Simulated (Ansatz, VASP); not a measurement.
# ZrB2: VASP beside Ansatz, part 2 of 2

Wanted: the spread between two codes on one cell, functional and k mesh. The cell is taken from a series of runs on this material, whose earlier steps may have relaxed, scaled, displaced or heated it; both programs get it as it stands.

VASP 6.6.1 and Ansatz 0.2.0.

So far: Set-up; VASP: relaxation of cell and atoms, LDA; Ansatz: relaxation of cell and atoms, LDA; Differences.

## Step 5: VASP: zone-centre phonons, LDA

Level of this step: LDA; plane waves and PAW (Zr_sv, B) (VASP).

Second derivatives magnify differences that forces hide, and they need a tight electronic threshold.

INCAR

```
SYSTEM = ZrB2
PREC = Accurate
ENCUT = 500
EDIFF = 1E-08
NELM = 120
ISMEAR = 1
SIGMA = 0.2
LREAL = .FALSE.
ALGO = Normal
GGA = CA
NBANDS = 15
LASPH = .TRUE.
LORBIT = 11
LWAVE = .FALSE.
LCHARG = .FALSE.
ISIF = 2
IBRION = 8
GGA_COMPAT = .FALSE.
KPAR = 2
```

POSCAR

```
ZrB2
1.0
    3.1332760439      0.0000000000      0.0000000000
   -1.5666380219      2.7134966511      0.0000000000
    0.0000000000      0.0000000000      3.4877199783
Zr B
1 2
Direct
    0.0000000000      0.0000000000      0.0000000000
    0.3333333333      0.6666666667      0.5000000000
    0.6666666667      0.3333333333      0.5000000000
```

KPOINTS

```
Automatic mesh
0
Gamma
18 18 14
0 0 0
```

Potentials, in the order of the species: Zr_sv and B (LDA family, release 64).

Command:

```console
$ mpirun -np 2 vasp_std
```

Numbers of over 12 decimals in the logs are rounded to 6 here.

Log:

```text
[... set-up lines as in an earlier step ...]
 entering main loop
       N       E                     dE             d eps       ncg     rms          rms(c)
DAV:   1     0.994933164192E+02    0.99493E+02   -0.95587E+03  8880   0.116E+03
DAV:   2    -0.261141038204E+02   -0.12561E+03   -0.12108E+03 11197   0.303E+02
DAV:   3    -0.302563389500E+02   -0.41422E+01   -0.41210E+01 14045   0.480E+01
DAV:   4    -0.303228134186E+02   -0.66474E-01   -0.66465E-01 10282   0.556E+00
[...]
DAV:  12    -0.274807854017E+02    0.19713E-05   -0.45631E-06 12272   0.152E-02    0.493E-03
DAV:  13    -0.274807852723E+02    0.12943E-06   -0.64055E-07 12981   0.654E-03    0.183E-03
DAV:  14    -0.274807852647E+02    0.75281E-08   -0.48225E-08  9986   0.216E-03
   1 F= -.27480785E+02 E0= -.27480614E+02  d E =-.514733E-03
 Linear response reoptimize wavefunctions to high precision
DAV:   1    -0.274807852644E+02    0.32264E-09   -0.25787E-09  9311   0.442E-04
DAV:   2    -0.274807852644E+02   -0.14552E-10   -0.15429E-10  5049   0.116E-04
 Linear response DOF=           4
 Linear response progress:
[...]
RMM:  12    -0.440003727597E-01    0.15912E-07   -0.10957E-08100176   0.107E-04    0.472E-06
RMM:  13    -0.440003554745E-01    0.17285E-07    0.16809E-08 98479   0.541E-05    0.443E-06
RMM:  14    -0.440003537688E-01    0.17056E-08   -0.12437E-09 96882   0.278E-05    0.250E-06
 first order change of Fermi-energy   0.19031E-04
 force on displaced ion       2 direction 1 : -16.038  -0.001   0.000
 Linear response progress:
  Degree of freedom:   4/  4
       N       E                     dE             d eps       ncg     rms          rms(c)
RMM:   1    -0.480904477063E-01   -0.48090E-01   -0.25662E-03 32775   0.112E+00
RMM:   2    -0.453220483195E-01    0.27684E-02   -0.18758E-03 26334   0.251E-01    0.126E-01
RMM:   3    -0.452286774848E-01    0.93371E-04   -0.98027E-04 25511   0.150E-01    0.579E-02
RMM:   4    -0.456362588571E-01   -0.40758E-03   -0.38519E-04 26577   0.950E-02    0.123E-02
[...]
RMM:  13    -0.457144336347E-01    0.41677E-07   -0.70994E-08 33070   0.900E-05    0.572E-06
RMM:  14    -0.457144500600E-01   -0.16425E-07   -0.32651E-08 33506   0.473E-05    0.207E-06
RMM:  15    -0.457144561136E-01   -0.60536E-08   -0.52613E-09 32503   0.244E-05    0.197E-06
 first order change of Fermi-energy  -0.11364E-03
 force on displaced ion       2 direction 3 :  -0.000   0.000 -10.419
 Linear response finished
```

Parts of OUTCAR (step 5):

```text
  Total        0.0930213      0.0930213      0.1060132      0.0000000      0.0000000     -0.0000000
  in kB        5.0260094      5.0260094      5.7279719      0.0000000      0.0000000     -0.0000000
  external PRESSURE =       5.2599969 kB  Pullay stress =       0.0000000 kB

 POSITION                                       TOTAL-FORCE (eV/Angst)
 -----------------------------------------------------------------------------------
      0.00000      0.00000      0.00000        -0.000000      0.000000      0.000000
     -0.00000      1.80900      1.74386         0.000000     -0.000000      0.000000
      1.56664      0.90450      1.74386        -0.000000      0.000000      0.000000
 -----------------------------------------------------------------------------------
    total drift:                               -0.000000      0.000000     -0.000000

[... 1 part as in an earlier step ...]

[... 1 further part left out ...]
```

## Step 6: Ansatz: zone-centre phonons, LDA

The same cell, functional (in two slightly different forms), mesh and smearing now go to Ansatz, which takes its cutoff from its data sets.

The cell is taken from a series of runs on this material, whose earlier steps may have relaxed, scaled, displaced or heated it; both programs get it as it stands.

input.yaml

```yaml
crystal:
  lattice:
    - [3.1332760439, 0.0, 0.0]
    - [-1.5666380219, 2.7134966511, 0.0]
    - [0.0, 0.0, 3.4877199783]
  atoms:
    - { symbol: Zr, position: [0.0, 0.0, 0.0] }
    - { symbol: B, position: [0.3333333333, 0.6666666667, 0.5] }
    - { symbol: B, position: [0.6666666667, 0.3333333333, 0.5] }
kpoints:
  mp_grid: { grid: [18, 18, 14] }
hamiltonian:
  xc: lda
scf:
  occupations: { method: methfessel_paxton, width: 0.2 }
output:
  eigenvalues: true
phonons:
  method: dfpt
```

Command:

```console
$ ansatz run input.yaml --threads 8 --pin off --max-ram 14336MiB --backend cpu --events-out ev --progress --plain --runs-dir out
```

Log:

```text
zone centre: on kpoints.mp_grid the ground state, and the responses unless they are solved on pairs of k-points, stand on 728 of the mesh's 4536 k-points, reduced under 4 symmetry operations, with k and −k counted as one. Each operation leaves every solved displacement unchanged or reverses it
[...]
Crystal: 3 atoms, lattice volume = 29.653 Å³
[...]
k mesh reduced under 4 symmetry operations, with k and −k counted as one. Each operation leaves every solved displacement unchanged or reverses it
  ASR residual: 8.403e-5 → 0.000e0 eV/Å²; symmetrization residual: 6.543e-7 eV/Å²
  ASR residual per site (eV/Å²): 3.71e-5 8.40e-5 8.40e-5
  Γ frequencies (cm⁻¹): 0.00 0.00 0.00 467.22 467.22 488.85 572.14 792.50 792.50
  non-analytic LO–TO correction: not included (Born effective charges unavailable; polar crystals: no LO–TO splitting at Γ)
[key lines of the parts left out:]
SCF converged after 7 iterations
Free energy (F): -4380.273683 eV
Fermi energy:    16.185725 eV
```

## Step 7: Comparison

Both answers:

```tsv
quantity	Ansatz	VASP	difference
optical mode 1 to 2 (cm⁻¹)	467.2	468.3	-0.23 %
optical mode 3 (cm⁻¹)	488.9	491.3	-0.49 %
optical mode 4 (cm⁻¹)	572.1	573.7	-0.26 %
optical mode 5 to 6 (cm⁻¹)	792.5	793.5	-0.12 %
```

Modes are paired by rising frequency, not by their patterns, so a pair may set unlike modes beside each other; they are those without the splitting of longitudinal modes.

## Step 8: Results

```yaml
difference_in_volume_relaxation_of_cell_and_atoms_lda: -0.20 %
r_m_s_difference_of_the_optical_zone_centre_modes_each_program_s_sorted_by_frequency_zone_centre_phonons_lda: 1.4 cm⁻¹
```

In words: The difference in volume is -0.20 % (relaxation of cell and atoms, LDA), within the 1.2 % picked in this series as the mark of a large difference, as far as the stopping tolerances let one tell. Such differences can come from data sets, numerical settings and the points named under the comparisons, not from the functional's error against experiment.

[Lines on the potential files, build, host, timing and source positions are cut from VASP's logs without a mark.]

[Logs are printed without paths, hosts, clocks, repeated set-up lines and the standing remarks that a program may print on its own settings, such as how far it seeks lower states.]

[Hosts, paths, dates, database ids (printed as entryN), source tags and the programs' standing remarks are cut or masked in the printed files.]
